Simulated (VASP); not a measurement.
Here is the system:

```
ZrO2
1.0
    0.00000     2.50239     2.50239
    2.50239     0.00000     2.50239
    2.50239     2.50239     0.00000
Zr O
1 2
Direct
  0.00000   0.00000   0.00000
  0.25000   0.25000   0.25000
  0.75000   0.75000   0.75000
```

These are PBEsol GGA, VASP's PBE PAW potentials (set 64) (plane waves; VASP) values and carry that method's errors. Settings: 620 eV cut-off, 8×8×8 Γ-centred mesh, Gaussian smearing of 0.050 eV, potentials Zr_sv O.

Energy and stress use the plane-wave basis of the starting cell.

Question: The ions, cell shape and volume at an external pressure of 20.0 GPa are relaxed. Which structure does the run end with?

Answer: 
```
ZrO2
1.0
    0.00000     2.47658     2.47658
    2.47658     0.00000     2.47658
    2.47658     2.47658     0.00000
Zr O
1 2
Direct
  0.00000   0.00000   0.00000
  0.25000   0.25000   0.25000
  0.75000   0.75000   0.75000
```
Space group Fm-3m (225), at a tolerance of 0.03 Å.

Question: How do energy and volume change from the first to the last step?

Answer: The energy (σ→0) changes by +29.4 meV/atom and the volume by -3.1 %, in 3 ionic steps.

The compound is ZrO2 in the fluorite structure, the high-temperature cubic form, which is unstable at 0 K; the monoclinic form is the stable one. This run relaxes it under an external pressure of 20 GPa. Symmetry was kept, so distortions that lower it aren't found.
